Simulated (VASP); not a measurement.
# A VASP study of HfZrSi2 (PBEsol): structure first, properties next, part 3 of 6

Aim: relax HfZrSi2, then compute properties on the relaxed cell. The cell is invented: it takes the structure of a Materials Project entry for ZrTiC2 (space group 166 there), with some of its atoms replaced by other elements, volume scaled by an estimate. It may not be a known or stable phase. The atoms of the start are displaced at random from the sites of a R-3m cell.

VASP 6.6.1, plane waves and PAW; the level of theory is named at each step.

So far. Step 3 (Relaxing cell and atoms (PBEsol)): It ends with a largest force of 0.002 eV/Å and a pressure of 0.00 GPa. Step 4 (Density, ELF and potential (PBEsol)): In this run the pressure is -0.02 GPa, small enough to go on; single stress components reach 0.04 GPa. The relaxed cell has a = 3.776, c = 18.279 Å (conventional setting).

## Step 5: Band structure (PBEsol)

Level of this step: PBEsol; plane waves and PAW (Hf_pv, Zr_sv, Si); invented cell (VASP).

Levels along the symmetry lines show where the bands peak and cross; KPOINTS_OPT computes them in the converged potential.

INCAR

```
SYSTEM = HfZrSi2
PREC = Accurate
ENCUT = 400
EDIFF = 1E-06
NELM = 100
ISMEAR = 0
SIGMA = 0.05
LREAL = .FALSE.
ALGO = Normal
GGA = PS
NBANDS = 29
LORBIT = 11
LWAVE = .FALSE.
LCHARG = .FALSE.
KPAR = 2
```

POSCAR

```
HfZrSi2
1.0
    1.8878339069      1.0899414150      6.0931092601
   -1.8878339069      1.0899414150      6.0931092601
    0.0000000000     -2.1798828300      6.0931092601
Hf Zr Si
1 1 2
Direct
    0.0000000000      0.0000000000      0.0000000000
    0.5000000000      0.5000000000      0.5000000000
    0.7491233293      0.7491233293      0.7491233293
    0.2508766707      0.2508766707      0.2508766707
```

KPOINTS

```
Automatic mesh
0
Gamma
8 8 8
0 0 0
```

KPOINTS_OPT

```
Line mode
16
Line-mode
Reciprocal
  0.00000000   0.00000000   0.00000000 GAMMA
  0.50000000   0.00000000   0.00000000 L

  0.50000000   0.00000000   0.00000000 L
  0.50000000   0.18799894  -0.18799894 B1

  0.81200106   0.50000000   0.18799894 B
  0.50000000   0.50000000   0.50000000 Z

  0.50000000   0.50000000   0.50000000 Z
  0.00000000   0.00000000   0.00000000 GAMMA

  0.00000000   0.00000000   0.00000000 GAMMA
  0.34399947   0.00000000  -0.34399947 X

  0.65600053   0.34399947   0.00000000 Q
  0.50000000   0.50000000   0.00000000 F

  0.50000000   0.50000000   0.00000000 F
  0.65600053   0.65600053   0.18799894 P1

  0.65600053   0.65600053   0.18799894 P1
  0.50000000   0.50000000   0.50000000 Z

  0.50000000   0.00000000   0.00000000 L
  0.81200106   0.34399947   0.34399947 P
```

Potentials, in the order of the species: Hf_pv, Zr_sv and Si (PBE family, release 64).

Launch:

```bash
$ mpirun -np 2 vasp_std
```

Log:

```text
[... set-up lines as in an earlier step ...]
 entering main loop
       N       E                     dE             d eps       ncg     rms          rms(c)
DAV:   1     0.132811787184E+03    0.13281E+03   -0.12351E+04  3770   0.789E+02
DAV:   2    -0.261717884401E+02   -0.15898E+03   -0.15177E+03  4555   0.235E+02
DAV:   3    -0.355392328452E+02   -0.93674E+01   -0.92294E+01  6429   0.397E+01
DAV:   4    -0.358359136789E+02   -0.29668E+00   -0.29612E+00  4828   0.603E+00
DAV:   5    -0.358426653870E+02   -0.67517E-02   -0.67513E-02  5585   0.783E-01    0.497E+01
DAV:   6    -0.338655347015E+02    0.19771E+01   -0.31115E+00  4375   0.861E+00    0.277E+01
DAV:   7    -0.338160244113E+02    0.49510E-01   -0.10213E+00  4698   0.449E+00    0.780E+00
DAV:   8    -0.337740994937E+02    0.41925E-01   -0.19167E-01  4298   0.211E+00    0.124E+00
DAV:   9    -0.337607287549E+02    0.13371E-01   -0.59545E-02  4394   0.124E+00    0.467E-01
DAV:  10    -0.337600896850E+02    0.63907E-03   -0.49592E-03  4425   0.349E-01    0.261E-01
DAV:  11    -0.337601084805E+02   -0.18796E-04   -0.23453E-04  4765   0.705E-02    0.161E-01
DAV:  12    -0.337600821621E+02    0.26318E-04   -0.14979E-04  4876   0.631E-02    0.426E-02
DAV:  13    -0.337600784555E+02    0.37066E-05   -0.11308E-05  4324   0.216E-02    0.181E-02
DAV:  14    -0.337600782658E+02    0.18973E-06   -0.63601E-07  2828   0.362E-03
   1 F= -.33760078E+02 E0= -.33759304E+02  d E =-.154913E-02
 Start KPOINTS_OPT (optional k-point list driver)
k-point batch [1-65\144]
       N       E                     dE             ncg
DAV:   1    -0.675044625341E+04   -0.39134E+05     3794
DAV:   2    -0.171485196960E+05   -0.10398E+05     4553
DAV:   3    -0.177754320264E+05   -0.62691E+03     6584
DAV:   4    -0.177952278392E+05   -0.19796E+02     4733
DAV:   5    -0.177957241727E+05   -0.49633E+00     5481
DAV:   6    -0.177957269726E+05   -0.27999E-02     4749
DAV:   7    -0.177957270150E+05   -0.42433E-04     5334
DAV:   8    -0.177957270155E+05   -0.41342E-06     3365
[...]
k-point batch [131-144\144]
       N       E                     dE             ncg
DAV:   1     0.385132598672E+05   -0.13756E+05      812
DAV:   2     0.362605507312E+05   -0.22527E+04     1001
DAV:   3     0.361271250728E+05   -0.13343E+03     1374
DAV:   4     0.361222498016E+05   -0.48753E+01     1083
DAV:   5     0.361221584824E+05   -0.91319E-01     1164
DAV:   6     0.361221580142E+05   -0.46817E-03     1083
DAV:   7     0.361221580073E+05   -0.69023E-05     1108
DAV:   8     0.361221580072E+05   -0.55923E-07      787
```

Run time: 2 min. Hardware: 2 MPI ranks of Intel Xeon 6975P-C (Granite Rapids), shared host; peak memory 0.7 GiB.

Parts of OUTCAR (step 5):

```text
   k-points           NKPTS =     65   k-points in BZ     NKDIM =     65   number of bands    NBANDS=     29

   NELECT =      30.0000    total number of electrons

 E-fermi :   7.4734

 k-point     1 :       0.0000    0.0000    0.0000
  band No.  band energies     occupation
    ...
     10       2.2256      2.00000
     11       5.2470      2.00000
     12       5.2470      2.00000
     13       7.4843      0.75805
     14       7.4843      0.75805
     15       7.6066      0.00017
     16       8.2703      0.00000
     17       8.2703      0.00000
     18       9.9099      0.00000
     19       9.9099      0.00000
    ...

  Total       -0.0113885     -0.0113885     -0.0197443     -0.0000000     -0.0000000      0.0000000
  in kB       -0.2425609     -0.2425609     -0.4205287     -0.0000000     -0.0000000      0.0000000
  external PRESSURE =      -0.3018835 kB  Pullay stress =       0.0000000 kB

 POSITION                                       TOTAL-FORCE (eV/Angst)
 -----------------------------------------------------------------------------------
      0.00000      0.00000      0.00000         0.000000      0.000000      0.000000
      0.00000      0.00000      9.13966         0.000000      0.000000      0.000000
      0.00000      0.00000     13.69347         0.000000     -0.000000     -0.002826
      0.00000      0.00000      4.58586         0.000000      0.000000      0.002826
 -----------------------------------------------------------------------------------
    total drift:                               -0.000000     -0.000000     -0.000000

  FREE ENERGIE OF THE ION-ELECTRON SYSTEM (eV)
  ---------------------------------------------------
  free  energy   TOTEN  =       -33.7600782658 eV

  energy  without entropy=      -33.7585291310  energy(sigma->0) =      -33.75930370

[... 7 parts as in an earlier step ...]

[... 9 further parts left out ...]
```

Spin-orbit coupling is off here; it can split and shift levels that hold much weight on Hf and Zr by tenths of an eV or more.

This step gave:

```yaml
bands: 29
pressure: -0.03019 GPa
```

The electronic bands at the labelled points (eV, zero at the Fermi level; # counts the bands kept in this run, so #1 is VASP's band 8):

```tsv
point	#5	#6	#7	#8	#9	#10	#11	#12
Γ	-2.23	0.01	0.01	0.13	0.80	0.80	2.44	2.44
0.47 of the way	-1.94	-1.84	-1.18	-0.64	0.37	1.28	2.12	2.65
L	-2.55	-2.36	-1.42	-1.28	0.99	1.01	2.89	3.41
0.53 of the way	-2.62	-2.60	-1.78	-1.76	1.96	1.99	2.36	2.64
B1	-2.71	-2.63	-1.57	-1.53	1.19	1.54	2.75	3.01
jump to B	-2.71	-2.63	-1.57	-1.53	1.19	1.54	2.75	3.01
0.47 of the way	-2.06	-1.98	-1.25	-1.17	0.74	0.74	2.42	2.51
Z	-1.34	-1.34	-1.30	-1.30	1.06	1.06	1.35	1.35
0.47 of the way	-1.96	-0.73	-0.38	-0.38	0.49	0.49	2.26	2.26
Γ	-2.23	0.01	0.01	0.13	0.80	0.80	2.44	2.44
0.53 of the way	-2.66	-1.91	-1.84	-1.54	1.04	1.96	2.14	2.56
X	-2.81	-2.58	-1.76	-1.43	1.09	1.97	2.49	2.90
jump to Q	-2.81	-2.58	-1.76	-1.43	1.09	1.97	2.49	2.90
0.47 of the way	-2.61	-2.34	-1.93	-0.58	0.19	2.56	2.59	3.35
F	-2.19	-2.10	-2.05	0.28	0.39	2.00	2.88	2.96
0.47 of the way	-2.17	-2.12	-2.05	0.21	0.36	2.05	2.87	2.93
P1	-2.18	-2.11	-2.06	0.00	0.28	2.20	2.77	2.86
0.47 of the way	-1.97	-1.80	-1.60	-0.47	0.08	1.32	1.82	2.46
Z	-1.34	-1.34	-1.30	-1.30	1.06	1.06	1.35	1.35
jump to L	-2.55	-2.36	-1.42	-1.28	0.99	1.01	2.89	3.41
0.47 of the way	-2.41	-2.28	-1.81	-0.74	0.42	1.84	2.80	3.19
P	-2.18	-2.11	-2.06	0.00	0.28	2.20	2.77	2.86
```

Of the projections kept (Hf, Zr, Si), the largest for each band there, as a share of the weight inside these atoms' spheres; weight between the spheres isn't counted:

```tsv
point	#5	#6	#7	#8	#9	#10	#11	#12
Γ	Zr 0.34	Zr 0.55	Zr 0.55	Zr 0.55	Zr 0.52	Zr 0.52	Si 0.87	Si 0.87
L	Zr 0.48	Hf 0.55	Zr 0.57	Hf 0.60	Zr 0.75	Hf 0.78	Zr 0.99	Hf 1.00
B1	Hf 0.49	Zr 0.39	Si 0.36	Hf 0.37	Hf 0.56	Zr 0.66	Zr 0.80	Hf 0.75
B	Hf 0.49	Zr 0.39	Si 0.36	Hf 0.37	Hf 0.56	Zr 0.66	Zr 0.80	Hf 0.75
Z	Zr 0.72	Zr 0.72	Hf 0.70	Hf 0.70	Zr 0.98	Zr 0.98	Hf 0.98	Hf 0.98
Γ	Zr 0.34	Zr 0.55	Zr 0.55	Zr 0.55	Zr 0.52	Zr 0.52	Si 0.87	Si 0.87
```

There is no gap at this level.

## Step 6: Density of states (PBEsol)

A density of states needs more k-points than a total energy, and tetrahedra (ISMEAR = -5) or a smearing that fits the mesh; LORBIT projects the states on the PAW spheres. The mesh is finer than in the run before.

Changes to INCAR since step 5:

```diff
@@ -5,3 +5,3 @@
 NELM = 100
-ISMEAR = 0
+ISMEAR = -5
 SIGMA = 0.05
@@ -15 +15,2 @@
 KPAR = 2
+NEDOS = 2001
```

POSCAR is that of step 5.

KPOINTS

```
Automatic mesh
0
Gamma
12 12 12
0 0 0
```

Launch:

```bash
$ mpirun -np 2 vasp_std
```

Log:

```text
[... set-up lines as in an earlier step ...]
 entering main loop
       N       E                     dE             d eps       ncg     rms          rms(c)
DAV:   1     0.133307780327E+03    0.13331E+03   -0.12330E+04 10986   0.786E+02
DAV:   2    -0.261209524891E+02   -0.15943E+03   -0.15240E+03 13285   0.235E+02
DAV:   3    -0.355347680127E+02   -0.94138E+01   -0.92684E+01 18576   0.399E+01
DAV:   4    -0.358437638340E+02   -0.30900E+00   -0.30814E+00 14147   0.600E+00
DAV:   5    -0.358505135835E+02   -0.67497E-02   -0.67480E-02 16182   0.794E-01    0.496E+01
DAV:   6    -0.338710818234E+02    0.19794E+01   -0.31183E+00 12731   0.858E+00    0.279E+01
DAV:   7    -0.338199041524E+02    0.51178E-01   -0.10644E+00 13704   0.458E+00    0.781E+00
DAV:   8    -0.337764534828E+02    0.43451E-01   -0.20128E-01 12433   0.216E+00    0.131E+00
DAV:   9    -0.337621816970E+02    0.14272E-01   -0.61908E-02 12855   0.126E+00    0.506E-01
DAV:  10    -0.337616611690E+02    0.52053E-03   -0.50553E-03 12894   0.353E-01    0.282E-01
DAV:  11    -0.337616967509E+02   -0.35582E-04   -0.25310E-04 13805   0.722E-02    0.179E-01
DAV:  12    -0.337616476414E+02    0.49109E-04   -0.15748E-04 14284   0.649E-02    0.445E-02
DAV:  13    -0.337616473356E+02    0.30579E-06   -0.12197E-05 12582   0.226E-02    0.177E-02
DAV:  14    -0.337616471920E+02    0.14360E-06   -0.57816E-07  8184   0.358E-03
   1 F= -.33761647E+02 E0= -.33761647E+02  d E =0.000000E+00
 -----------------------------------------------------------------------------
|                                                                             |
|           W    W    AA    RRRRR   N    N  II  N    N   GGGG   !!!           |
|           W    W   A  A   R    R  NN   N  II  NN   N  G    G  !!!           |
|           W    W  A    A  R    R  N N  N  II  N N  N  G       !!!           |
|           W WW W  AAAAAA  RRRRR   N  N N  II  N  N N  G  GGG   !            |
|           WW  WW  A    A  R   R   N   NN  II  N   NN  G    G                |
|           W    W  A    A  R    R  N    N  II  N    N   GGGG   !!!           |
|                                                                             |
|     Tetrahedron method does not include variations of the Fermi             |
|     occupations, so forces and stress will be inaccurate. We suggest        |
|     using a different smearing scheme ISMEAR = 1 or 2 for metals in         |
|     relaxations.                                                            |
|                                                                             |
 -----------------------------------------------------------------------------
```

The job ended after 2.6 min (2 MPI ranks; peak memory 0.88 GiB).

Parts of OUTCAR (step 6):

```text
   k-points           NKPTS =    189   k-points in BZ     NKDIM =    189   number of bands    NBANDS=     29

   NELECT =      30.0000    total number of electrons

 E-fermi :   7.4706

 k-point     1 :       0.0000    0.0000    0.0000
  band No.  band energies     occupation
    ...
     10       2.2258      2.00000
     11       5.2472      2.00000
     12       5.2472      2.00000
     13       7.4819      1.93835
     14       7.4819      1.68411
     15       7.6041      0.00000
     16       8.2679      0.00000
     17       8.2679      0.00000
     18       9.9137      0.00000
     19       9.9137      0.00000
    ...

  Total        0.0577502      0.0577502     -0.0008135     -0.0000000      0.0000000      0.0000000
  in kB        1.2300041      1.2300041     -0.0173270     -0.0000000      0.0000000      0.0000000
  external PRESSURE =       0.8142271 kB  Pullay stress =       0.0000000 kB

 POSITION                                       TOTAL-FORCE (eV/Angst)
 -----------------------------------------------------------------------------------
      0.00000      0.00000      0.00000         0.000000      0.000000      0.000000
      0.00000      0.00000      9.13966         0.000000     -0.000000     -0.000000
      0.00000      0.00000     13.69347         0.000000      0.000000     -0.003656
      0.00000      0.00000      4.58586         0.000000      0.000000      0.003656
 -----------------------------------------------------------------------------------
    total drift:                               -0.000000     -0.000000     -0.000000

  FREE ENERGIE OF THE ION-ELECTRON SYSTEM (eV)
  ---------------------------------------------------
  free  energy   TOTEN  =       -33.7616471920 eV

  energy  without entropy=      -33.7616471920  energy(sigma->0) =      -33.76164719

[... 6 parts as in an earlier step ...]

[... 10 further parts left out ...]
```

With tetrahedra the forces and stress of a metal are not exact derivatives of the energy.

This step gave:

```yaml
irreducible_k_points: 189
fermi_energy: 7.471 eV
pressure: 0.08142 GPa
dos_at_the_fermi_level_one_point_of_the_energy_grid: 0.6708 states/eV/cell
```

The density of states has structure finer than the step of the table below, so its rows give means over 0.5 eV, whole bins alone (the curve runs from -12.0 to 2.87 eV). Peaks (eV: height): total -7.14: 4.87, -1.75: 6.58, 1.89: 3.14, 2.67: 5.75; Zr d -1.75: 1.17, 2.67: 2.07; Hf d -7.14: 0.253, -1.75: 1.10, 1.89: 0.761; Si p -3.22: 0.407, -1.75: 1.23, 0.32: 0.255, 2.67: 0.293; Hf p -7.04: 0.185, -3.02: 0.179, -2.53: 0.288, -1.75: 0.119.

States under -12.0 eV and over 2.9 eV are left out. The density of states by energy, zero at the Fermi level; means over each step; 7 of 9 lines; values in states/eV/cell:

```tsv
energy (eV)	total	Zr d	Hf d	Si p	Hf p	Hf s	Si s
-10.5	0	0	0	0	0	0	0
-10.0	0.0936	0	0	2.9e-4	4.5e-4	0.00873	0.0272
-9.5	0.342	3.1e-4	3.2e-4	0.00217	0.00382	0.0309	0.100
-9.0	0.529	0.00206	0.00146	0.00512	0.0100	0.0459	0.159
-8.5	0.711	0.00678	0.00527	0.00768	0.0214	0.0460	0.224
-8.0	1.26	0.0292	0.0315	0.0112	0.0405	0.0506	0.434
-7.5	2.46	0.0942	0.112	0.0135	0.0773	0.0430	0.933
-7.0	2.60	0.0917	0.113	0.00686	0.114	0.0120	1.05
-6.5	0.0134	1.1e-4	1.3e-4	2.9e-5	9.2e-4	3.9e-5	0.00553
-6.0	0	0	0	0	0	0	0
-5.5	0.00290	1.5e-4	1.7e-4	4.0e-4	1.2e-5	2.3e-4	5.3e-5
-5.0	0.311	0.0171	0.0180	0.0441	0.00319	0.0231	0.00737
-4.5	0.930	0.0591	0.0565	0.134	0.0125	0.0668	0.0255
-4.0	1.77	0.139	0.118	0.264	0.0231	0.120	0.0574
-3.5	2.11	0.173	0.159	0.336	0.0961	0.0591	0.0578
-3.0	2.11	0.146	0.165	0.349	0.155	0.0230	0.0386
-2.5	4.23	0.533	0.499	0.610	0.235	0.0104	0.0221
-2.0	5.11	0.894	0.848	0.830	0.103	0.0143	0.0141
-1.5	3.91	0.700	0.670	0.693	0.0723	0.0121	0.0109
-1.0	2.01	0.318	0.374	0.346	0.0463	0.00713	0.00697
-0.5	1.19	0.204	0.200	0.197	0.0391	0.00322	0.00299
0.0	0.833	0.158	0.134	0.115	0.0328	0.00194	0.00150
0.5	1.87	0.402	0.303	0.210	0.0626	0.0199	0.00867
1.0	2.03	0.576	0.399	0.132	0.0354	0.0293	0.0101
1.5	2.33	0.658	0.578	0.104	0.0302	0.0432	0.0114
2.0	2.75	0.911	0.683	0.0816	0.0324	0.0596	0.0145
2.5	3.83	1.39	0.861	0.166	0.0589	0.0862	0.0517
```

The finer mesh and the other smearing move the Fermi level by -0.00 eV from the 8×8×8 run, a small shift, which tests the Fermi level alone. Of the states within 0.3 eV of the Fermi level, the largest shares in the PAW spheres are Zr d 19 %, Hf d 16 % and Si p 14 %. The rest lies in smaller channels or between the spheres.

(Continued in part 4 of 6.)

[Lines on the potential files, build, host, timing and source positions are cut from VASP's logs without a mark.]

[Logs are printed without paths, hosts, clocks, repeated set-up lines and the standing remarks that a program may print on its own settings, such as how far it seeks lower states.]

[Hosts, paths, dates, database ids (printed as entryN), source tags and the programs' standing remarks are cut or masked in the printed files.]

[A measured line is paired with the nearest computed mode of its activity, which favours agreement.]

[In band tables of VASP the shares of atoms and orbitals are scaled to a sum of 1 inside the atoms' spheres.]
